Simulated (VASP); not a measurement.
An input for Ansatz (written as the equivalent of a VASP run, and not itself run):

Ansatz 0.2 input:
```yaml
crystal:
  lattice:
    - [0.0000000, 2.8379000, 2.8379000]
    - [2.8379000, 0.0000000, 2.8379000]
    - [2.8379000, 2.8379000, 0.0000000]
  atoms:
    - { symbol: Al, position: [-0.0037670, 0.0014650, -0.0019770] }
    - { symbol: As, position: [0.7537670, 0.7485350, 0.7519770] }
kpoints:
  mp_grid: { grid: [3, 3, 3] }
hamiltonian:
  xc: pbe
  pseudopotentials: { kind: paw }
scf:
  occupations: { method: gaussian, width: 0.05 }
  max_iter: 100
output: { forces: true, stress: true, eigenvalues: true }
```

**Question.** Write the VASP files for the same calculation (PBE).

**Answer.** One answer among several that fit: 
KPOINTS:
```
K-points
0
gamma
3 3 3
0 0 0
```

### POSCAR
```
AlAs
1
    0.0000000000     2.8379000000     2.8379000000
    2.8379000000     0.0000000000     2.8379000000
    2.8379000000     2.8379000000     0.0000000000
Al As
1 1
Direct
 -0.0037670000   0.0014650000  -0.0019770000
  0.7537670000   0.7485350000   0.7519770000
```

### INCAR
```
SYSTEM=AlAs
PREC=Accurate; ENCUT=180; LREAL=F
LASPH=T
EDIFF=1E-6; NELM=100; ALGO=Normal
LMAXMIX=4
ISMEAR=0; SIGMA=0.05
GGA=PE
ISIF=2
LWAVE=F; LCHARG=F
```

POTCAR, in this order: Al As (PBE.64 set). Program: vasp_std.

Limits of the translation: each code has its own PAW files, so the cut-off isn't converted (ENCUT is set for VASP's; basis.ecutwfc is left out, and Ansatz then takes the one that its files recommend); Ansatz stops its SCF on the density residual and VASP on the energy change (EDIFF).

The structure comes from a computed database's AlAs entry; how it stands against other phases isn't given here. The cell was not relaxed at this level, atoms are displaced from their ideal sites. The k-mesh is coarse (spacing up to 0.64 per Å, 2π included), so the numbers may not be converged in it. The run is one of a series of settings (ENCUT = 180, KPOINTS 3×3×3 Γ-centred mesh against the base run), some of them coarse on purpose.
